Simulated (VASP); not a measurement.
# FeI2 (P-3m1) in VASP: single point with LDA

Aim: the single point of FeI2 with LDA.

All numbers are computed with VASP 6.6.1; they aren't measurements. Logs are shortened: lines on timing, memory, paths and dates and some standing lists are left out, and cuts for length are marked.

**1. The crystal as given**

Symmetry: P-3m1, No. 164, trigonal system. Conventional cell: a = 4.040 Å, b = 4.040 Å, c = 6.750 Å, α = 90.00°, β = 90.00°, γ = 120.00°. Fe (site symmetry -3m) is surrounded by 6 I at 2.88 Å. Around I (site symmetry 3m) lie 3 Fe at 2.88 Å.

**2. Single point, LDA, collinear spin, typed start**

Input file INCAR:

```
SYSTEM = FeI2
  PREC = Accurate
  ENCUT = 520
  EDIFF = 1E-6
  ISMEAR = -1
  SIGMA = 0.05
  LREAL = .False.
  LASPH = .True.
  NELM = 150
  ALGO = Normal
  ISIF = 2
  LWAVE = .False.
  LCHARG = .False.
  ISPIN = 2
  MAGMOM = 3 0 0
  LORBIT = 11
  LMAXMIX = 4
  NBANDS = 22
```

Input file KPOINTS:

```
Automatic mesh
0
Gamma
  7 7 4
  0 0 0
```

Input file POSCAR:

```
FeI2
1.0
    4.0400000000      0.0000000000      0.0000000000
   -2.0200000000      3.4987426313      0.0000000000
    0.0000000000      0.0000000000      6.7500000000
Fe I
1 2
Direct
    0.0000000000      0.0000000000      0.0000000000
    0.3333333333      0.6666666667      0.2500000000
    0.6666666667      0.3333333333      0.7500000000
```

Potentials or basis: VASP PAW LDA potentials, release 64 (Fe, I).

Run with:

```bash
$ cat potpaw_LDA.64/Fe/POTCAR potpaw_LDA.64/I/POTCAR > POTCAR
$ mpirun -np 1 vasp_std > vasp.out
```

OUTCAR:

```text
SYSTEM = FeI2
   PREC = Accurate
   ENCUT = 520
   EDIFF = 1E-6
   ISMEAR = -1
   LREAL = .False.
   LASPH = .True.
   NELM = 150
   ISIF = 2
   ISPIN = 2
   LORBIT = 11

 ion  position               nearest neighbor table
   1  0.000  0.000  0.000-   2 2.88   3 2.88   3 2.88   2 2.88   3 2.88   2 2.88
   2  0.333  0.667  0.250-   1 2.88   1 2.88   1 2.88
   3  0.667  0.333  0.750-   1 2.88   1 2.88   1 2.88

  LATTYP: Found a hexagonal cell.
 ALAT       =     4.0400000000
 C/A-ratio  =     1.6707920792

  Lattice vectors:

 A1 = (   4.0400000000,   0.0000000000,   0.0000000000)
 A2 = (  -2.0200000000,   3.4987426313,   0.0000000000)
 A3 = (   0.0000000000,   0.0000000000,   6.7500000000)

Analysis of symmetry for initial positions (statically):
=====================================================================
 Subroutine PRICEL returns:
 Original cell was already a primitive cell.

 Routine SETGRP: Setting up the symmetry group for a
 hexagonal supercell.

 Subroutine GETGRP returns: Found 12 space group operations
 (whereof 12 operations were pure point group operations)
 out of a pool of 24 trial point group operations.

The static configuration has the point symmetry D_3d.

Analysis of symmetry for dynamics (positions and initial velocities):
=====================================================================
 Subroutine PRICEL returns:
 Original cell was already a primitive cell.

 Routine SETGRP: Setting up the symmetry group for a
 hexagonal supercell.

 Subroutine GETGRP returns: Found 12 space group operations
 (whereof 12 operations were pure point group operations)
 out of a pool of 24 trial point group operations.

The dynamic configuration has the point symmetry D_3d.

Analysis of structural, dynamic, and magnetic symmetry:
=====================================================================
 Subroutine PRICEL returns:
 Original cell was already a primitive cell.

 Routine SETGRP: Setting up the symmetry group for a
 hexagonal supercell.

 Subroutine GETGRP returns: Found 12 space group operations
 (whereof 12 operations were pure point group operations)
 out of a pool of 24 trial point group operations.

The overall configuration has the point symmetry D_3d.

 Subroutine INISYM returns: Found 12 space group operations
 (whereof 12 operations are pure point group operations),
 and found     1 'primitive' translations

----------------------------------------------------------------------------------------

                                     Primitive cell

  volume of cell :      95.4107

  direct lattice vectors                    reciprocal lattice vectors
     4.040000000  0.000000000  0.000000000     0.247524752  0.142908482  0.000000000
    -2.020000000  3.498742631  0.000000000     0.000000000  0.285816965  0.000000000
     0.000000000  0.000000000  6.750000000     0.000000000  0.000000000  0.148148148

  length of vectors
     4.040000000  4.040000000  6.750000000     0.285816965  0.285816965  0.148148148

  position of ions in fractional coordinates (direct lattice)
     0.000000000  0.000000000  0.000000000
     0.333333333  0.666666667  0.250000000
     0.666666667  0.333333333  0.750000000

  ion indices of the primitive-cell ions
   primitive index   ion index
                 1           1
                 2           2
                 3           3

----------------------------------------------------------------------------------------

 KPOINTS: Automatic mesh

Automatic generation of k-mesh.
 Grid dimensions read from file:
 generate k-points for:    7    7    4

 Generating k-lattice:

  Cartesian coordinates                     Fractional coordinates (reciprocal lattice)
     0.035360679  0.020415497  0.000000000     0.142857143 -0.000000000  0.000000000
     0.000000000  0.040830995  0.000000000     0.000000000  0.142857143  0.000000000
     0.000000000  0.000000000  0.037037037     0.000000000  0.000000000  0.250000000

  Length of vectors
     0.040830995  0.040830995  0.037037037

  Shift w.r.t. Gamma in fractional coordinates (k-lattice)
     0.000000000  0.000000000  0.000000000

 Subroutine IBZKPT returns following result:
 ===========================================

 Found     28 irreducible k-points:

 Following reciprocal coordinates:
            Coordinates               Weight
  0.000000  0.000000  0.000000      1.000000
  0.142857 -0.000000  0.000000      6.000000
  0.285714  0.000000  0.000000      6.000000
  0.428571  0.000000  0.000000      6.000000
  0.142857  0.142857  0.000000      6.000000
  0.285714  0.142857  0.000000     12.000000
[... 16 lines left out ...]
  0.285714  0.000000  0.500000      6.000000
  0.428571  0.000000  0.500000      6.000000
 [... further k-points ...]
   k-points           NKPTS =     28   k-points in BZ     NKDIM =     28   number of bands    NBANDS=     22
   number of dos      NEDOS =    301   number of ions     NIONS =      3
   total plane-waves  NPLWV =  45000
   dimension x,y,z NGX =    30 NGY =   30 NGZ =   50
   dimension x,y,z NGXF=    60 NGYF=   60 NGZF=  100
   ions per type =               1   2
   NGX,Y,Z   is equivalent  to a cutoff of  12.34, 12.34, 12.31 a.u.
   NGXF,Y,Z  is equivalent  to a cutoff of  24.69, 24.69, 24.63 a.u.
 SYSTEM =  FeI2
   PREC   = accura    normal or accurate (medium, high low for compatibility)
   ISTART =      0    job   : 0-new  1-cont  2-samecut
   ICHARG =      2    charge: 1-file 2-atom 10-const
   ISPIN  =      2    spin polarized calculation?
   LNONCOLLINEAR =      F non collinear calculations
   LSORBIT =      F    spin-orbit coupling
   LASPH  =      T    aspherical Exc in radial PAW
   ENCUT  =  520.0 eV  38.22 Ry    6.18 a.u.   7.51  7.51 12.55*2*pi/ulx,y,z
   NELM   =    150;   NELMIN=  2; NELMDL= -5     # of ELM steps
   EDIFF  = 0.1E-05   stopping-criterion for ELM
   LREAL  =      F    real-space projection
   EDIFFG = 0.1E-04   stopping-criterion for IOM
   NSW    =      0    number of steps for IOM
   IBRION =     -1    ionic relax: 0-MD 1-quasi-New 2-CG
   NFREE  =      0    steps in history (QN), initial steepest desc. (CG)
   ISIF   =      2    stress and relaxation
   ISYM   =      2    0-nonsym 1-usesym 2-fastsym
   POTIM  = 0.5000    time-step for ionic-motion
   TEBEG  =    0.0;   TEEND  =   0.0 temperature during run
   PSTRESS=    0.0 pullay stress
   NELECT =      22.0000    total number of electrons
   NUPDOWN=      -1.0000    fix difference up-down
   EMIN   =  10.00;   EMAX   =-10.00  energy-range for DOS
   EFERMI =   0.00;   METHOD = LEGACY
   ISMEAR =    -1;   SIGMA  =   0.05  broadening in eV -4-tet -1-fermi 0-gaus
   EFERMI_NEDOS =   21; number of points for ismear=-14 and -15
   IALGO  =     38    algorithm
   IMIX   =      4    mixing-type and parameters
     AMIX     =   0.40;   BMIX     =  1.00
     AMIX_MAG =   1.60;   BMIX_MAG =  1.00
  volume/ion in A,a.u.               =      31.80       214.62
  Fermi-wavevector in a.u.,A,eV,Ry     =   1.003884  1.897065 13.711710  1.007782
  Thomas-Fermi vector in A             =   2.136464
   LORBIT       =     11    0 simple, 1 ext, 2 COOP (PROOUT), +10 PAW based schemes
   GGA     = CA    functional components
   LHFCALC =     F    Hartree Fock is set to
   AEXX    =    0.0000 exact exchange contribution
   IVDW    =     0    specifies the selected vdW correction
   LEPSILON=     F    determine dielectric tensor
   LRPA    =     F    only Hartree local field effects (RPA)
 spin polarized calculation
  energy-cutoff  :      520.00
  volume of cell :       95.41
 maximum number of plane-waves:      2599
 NGX is ok and might be reduce to    30
   NGX = 15   NGY = 15   NGZ = 25

 number of electron      22.0000002 magnetization       3.9975403

 Free energy of the ion-electron system (eV)
  ---------------------------------------------------
  ext. energy  EPLUGINS =         0.00000000
  ---------------------------------------------------
  free energy    TOTEN  =       -12.92786582 eV

  energy without entropy =      -12.89343730  energy(sigma->0) =      -12.91065156

 E-fermi :   3.7773     XC(G=0):  -9.1790

 val. band max:        3.7432788213   @ k =   0.0000   0.0000   0.0000
 cond. band min:       3.7923854580   @ k =   0.1429  -0.0000   0.2500
 fundamental gap:      0.0491066366
 Fermi energy:         3.7772815787

 spin component 1

 k-point     1 :       0.0000    0.0000    0.0000
  band No.  band energies     occupation
      1      -9.7411      1.00000
      2      -8.9456      1.00000
      3      -1.4687      1.00000
      4       0.0570      1.00000
      5       0.0570      1.00000
      6       0.9486      1.00000
[... 14 lines left out ...]
     21      12.7076      0.00000
     22      13.3173      0.00000
[... 552 lines left out ...]
  band No.  band energies     occupation
      1      -8.8623      1.00000
      2      -8.8122      1.00000
      3      -1.3626      1.00000
      4      -0.7689      1.00000
      5       0.0884      1.00000
      6       0.1424      1.00000
[... 14 lines left out ...]
     21      13.4256      0.00000
     22      14.3796      0.00000

 [... further k-points ...]

 spin component 2

 k-point     1 :       0.0000    0.0000    0.0000
  band No.  band energies     occupation
      1      -9.5734      1.00000
      2      -8.7918      1.00000
      3      -1.1429      1.00000
      4       1.6261      1.00000
      5       1.6261      1.00000
      6       2.8143      1.00000
[... 14 lines left out ...]
     21      13.1060      0.00000
     22      13.7022      0.00000
[... 552 lines left out ...]
  band No.  band energies     occupation
      1      -8.7012      1.00000
      2      -8.6503      1.00000
      3      -1.0228      1.00000
      4      -0.5422      1.00000
      5       1.2737      1.00000
      6       1.4307      1.00000
[... 14 lines left out ...]
     21      13.6702      0.00000
     22      14.6339      0.00000

 [... further k-points ...]

------------------------ aborting loop because EDIFF is reached ----------------------------------------

  FORCE on cell =-STRESS in cart. coord.  units (eV):
  Direction    XX          YY          ZZ          XY          YZ          ZX
  --------------------------------------------------------------------------------------
  -------------------------------------------------------------------------------------
  Total       -3.2371907     -3.2371907     -3.2841250      0.0000000      0.0000000      0.0000000
  in kB      -54.3602857    -54.3602857    -55.1484260      0.0000000      0.0000000      0.0000000
  external PRESSURE =     -54.6229992 kB  Pullay stress =       0.0000000 kB

 VOLUME and BASIS-vectors are now :
 -----------------------------------------------------------------------------
  energy-cutoff  :      520.00
  volume of cell :       95.41
      direct lattice vectors                 reciprocal lattice vectors
     4.040000000  0.000000000  0.000000000     0.247524752  0.142908482  0.000000000
    -2.020000000  3.498742631  0.000000000     0.000000000  0.285816965  0.000000000
     0.000000000  0.000000000  6.750000000     0.000000000  0.000000000  0.148148148

 POSITION                                       TOTAL-FORCE (eV/Angst)
 -----------------------------------------------------------------------------------
      0.00000      0.00000      0.00000        -0.000000      0.000000      0.000000
     -0.00000      2.33250      1.68750         0.000000      0.000000     -0.877058
      2.02000      1.16625      5.06250        -0.000000     -0.000000      0.877058
 -----------------------------------------------------------------------------------
    total drift:                                0.000000      0.000000     -0.000000

  FREE ENERGIE OF THE ION-ELECTRON SYSTEM (eV)
  ---------------------------------------------------
  free  energy   TOTEN  =       -12.9278658182 eV

  energy  without entropy=      -12.8934372998  energy(sigma->0) =      -12.91065156

 total charge

# of ion       s       p       d       tot
------------------------------------------
    1        0.284   0.249   6.070   6.603
    2        1.519   2.733   0.023   4.274
    3        1.519   2.733   0.023   4.274
--------------------------------------------------
tot          3.321   5.714   6.117  15.152

 magnetization (x)

# of ion       s       p       d       tot
------------------------------------------
    1        0.022   0.018   3.320   3.360
    2        0.008   0.162   0.001   0.172
    3        0.008   0.162   0.001   0.172
--------------------------------------------------
tot          0.039   0.343   3.322   3.704
```

It took 2.5 min on 1 thread of AMD EPYC 7R13 (Zen 3), shared host; peak memory 0.21 GiB.

Results:

```
Free energy                                           : -12.9279 eV
Pressure                                              : -5.5 GPa
Largest force                                         : 0.877 eV/Å
Band gap on the k mesh                                : none (metal or under the smearing width)
Net moment                                            : 4.00 μB per cell
Site moments                                          : Fe +3.36; I +0.17 μB
Valence electrons inside the program's atomic spheres : Fe 6.60; I 4.27
```

Forces in eV/Å, atoms in the order of the input:
```
Fe   0.000  0.000  0.000
I    0.000  0.000 -0.877
I    0.000  0.000  0.877
```

Levels at points of the mesh, in eV from the Fermi level:
Spin up:
| k point | band 9 | band 10 | band 11 | band 12 | band 13 | band 14 | band 15 | band 16 | band 17 | band 18 |
| --- | --- | --- | --- | --- | --- | --- | --- | --- | --- | --- |
| (0.00, 0.00, 0.00) | -1.13 | -1.05 | -1.05 | -0.43 | -0.43 | 2.55 | 3.90 | 6.04 | 6.04 | 7.52 |
| (0.00, 0.00, 0.50) | -2.51 | -1.20 | -1.20 | -0.26 | -0.26 | 3.97 | 4.03 | 5.81 | 5.81 | 6.99 |
Spin down:
```csv
k point,band 6,band 7,band 8,band 9,band 10,band 11,band 12,band 13
"(0.00, 0.00, 0.00)",-0.96,-0.87,-0.87,-0.16,-0.16,-0.03,1.15,1.15
"(0.00, 0.00, 0.50)",-2.08,-1.02,-1.02,-0.17,-0.17,0.04,1.28,1.28
```

Caveat: the cell's inner coordinates are idealised or old, which leaves forces on the atoms; semilocal functionals often make such compounds metallic where correlation or magnetic order opens a gap, which also shifts bond lengths.
